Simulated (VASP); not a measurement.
Zr3PdSe4:

```
CELL_PARAMETERS angstrom
-3.93982 3.93982 3.21083
3.93982 -3.93982 3.21083
3.93982 3.93982 -3.21083
ATOMIC_POSITIONS crystal
Zr 0.50000 0.00000 0.50000
Zr 0.00000 0.50000 0.50000
Zr 0.50000 0.50000 0.00000
Pd 0.00000 0.00000 0.00000
Se 0.40869 0.40869 0.35159
Se 0.05710 0.05710 0.64841
Se 0.59131 0.94290 0.00000
Se 0.94290 0.59131 0.00000
```

The cell was built by a generator and needn't be a form met in nature.

| Item | Value |
| --- | --- |
| Program | VASP 6.6.1 |
| Task | relaxation of cell and atoms |
| Functional | PBE |
| Potentials or basis | VASP PAW PBE potentials, release 64 (Zr_sv, Pd, Se) |
| Cutoff | 520 eV |
| k mesh | 3 × 3 × 3 |
| Occupations | gaussian, width 0.15 eV |
| Spin | no spin polarisation |

At the start: pressure -7.6 GPa; volume 24.92 Å³/atom.

**Question.** Where does the relaxation end?

**Answer.** Over 13 steps the energy falls by 401.9 meV/atom and the volume is 18.99 Å³/atom (-23.8 %); space group I-42m (No. 121, to 0.05 Å).

Step by step:
```
step  energy change (eV)  largest force (eV/Å)  pressure (GPa)  volume (Å³)
   1              0.0000                1.3836           -7.60       199.36
   2             -1.2110                2.5061            3.43       167.12
   3             -1.2163                2.6186            4.94       164.56
   4             -2.0210                1.8564            5.32       157.40
   5             -2.6784                0.9771           11.32       142.32
   6             -3.1574                0.1548           -2.52       156.34
   7             -3.1761                0.2437           -0.56       153.81
   8             -3.1761                0.2318           -0.69       154.04
   9             -3.1861                0.2065           -0.55       153.55
  10             -3.2019                0.1375            0.07       152.09
  11             -3.2025                0.1231            0.19       151.73
  12             -3.2108                0.0826            0.06       151.81
  13             -3.2151                0.0585           -0.21       151.93
```

Final structure:
```cif
data_structure
_symmetry_space_group_name_H-M 'P 1'
_symmetry_Int_Tables_number 1
_cell_length_a 5.8224
_cell_length_b 5.8224
_cell_length_c 5.8224
_cell_angle_alpha 109.162
_cell_angle_beta 109.162
_cell_angle_gamma 110.091
_cell_volume 151.93
loop_
_atom_site_label
_atom_site_type_symbol
_atom_site_fract_x
_atom_site_fract_y
_atom_site_fract_z
_atom_site_occupancy
Zr1 Zr 0.50000 0.00000 0.50000 1
Zr2 Zr 0.00000 0.50000 0.50000 1
Zr3 Zr 0.50000 0.50000 0.00000 1
Pd1 Pd 0.00000 0.00000 0.00000 1
Se1 Se 0.45374 0.45374 0.43516 1
Se2 Se 0.01858 0.01858 0.56484 1
Se3 Se 0.54626 0.98142 0.00000 1
Se4 Se 0.98142 0.54626 0.00000 1
```

Caveat: the k mesh is coarse (spacing up to 0.42 Å⁻¹), so the values aren't converged; the volume moved by over 15 % at a fixed basis, so the end points are rough.
